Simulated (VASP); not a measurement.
An input for Quantum ESPRESSO's pw.x (written as the equivalent of a VASP run, and not itself run):

```
&CONTROL
  calculation = 'scf'
  pseudo_dir = './pseudo'
  outdir = './out'
  tprnfor = .true.
  tstress = .true.
/
&SYSTEM
  ibrav = 0
  nat = 8
  ntyp = 3
  ecutwfc = 84
  occupations = 'smearing'
  smearing = 'gaussian'
  degauss = 0.01999
  input_dft = 'pbesol'
/
&ELECTRONS
  conv_thr = 7.3e-08
  electron_maxstep = 100
/
ATOMIC_SPECIES
  Zr 91.224 Zr.upf
  C 12.011 C.upf
  N 14.007 N.upf
CELL_PARAMETERS angstrom
     1.6571600    0.9567620   10.8106000
    -1.6571600    0.9567620   10.8106000
     0.0000000   -1.9135240   10.8106000
ATOMIC_POSITIONS crystal
  Zr   0.8745070  0.8745070  0.8745070
  Zr   0.1254930  0.1254930  0.1254930
  Zr   0.3760030  0.3760030  0.3760030
  Zr   0.6239970  0.6239970  0.6239970
  C    0.2519100  0.2519100  0.2519100
  C    0.7480900  0.7480900  0.7480900
  C    0.5000000  0.5000000  0.5000000
  N    0.0000000  0.0000000  0.0000000
K_POINTS automatic
  1 1 1 0 0 0
```

Q: Write the VASP files for the same calculation (PBEsol).

A: Several could match; the one computed here: 
**INCAR**
```
ALGO = Normal
EDIFF = 1E-6
ENCUT = 400
GGA = PS
ISIF = 2
ISMEAR = 0
LASPH = .TRUE.
LCHARG = .FALSE.
LMAXMIX = 4
LREAL = .FALSE.
LWAVE = .FALSE.
NELM = 100
PREC = Accurate
SIGMA = 0.272
SYSTEM = Zr4C3N
```

File KPOINTS:
```
Automatic mesh
0
Gamma
1 1 1
0 0 0
```

### POSCAR
```
Zr4C3N
1
    1.6571600000     0.9567620000    10.8106000000
   -1.6571600000     0.9567620000    10.8106000000
    0.0000000000    -1.9135240000    10.8106000000
Zr C N
4 3 1
Direct
  0.8745070000   0.8745070000   0.8745070000
  0.1254930000   0.1254930000   0.1254930000
  0.3760030000   0.3760030000   0.3760030000
  0.6239970000   0.6239970000   0.6239970000
  0.2519100000   0.2519100000   0.2519100000
  0.7480900000   0.7480900000   0.7480900000
  0.5000000000   0.5000000000   0.5000000000
  0.0000000000   0.0000000000   0.0000000000
```

POTCAR, in this order: Zr_sv C N (PBE.64 set). Program: vasp_std.

What does not carry over: the potentials are each code's own (VASP's PAW set, PseudoDojo norm-conserving files in pw.x), so ENCUT and ecutwfc are chosen apart and not converted; conv_thr bounds pw.x's estimated SCF error, while EDIFF bounds the energy change between steps.

The structure comes from a computed database's Zr4C3N entry; how it stands against other phases isn't given here. The cell was not relaxed at this level. The k-mesh is coarse (spacing up to 2.20 per Å, 2π included), so the numbers may not be converged in it. The run is one of a series of settings (KPOINTS 1×1×1 Γ-centred mesh against the base run), some of them coarse on purpose.
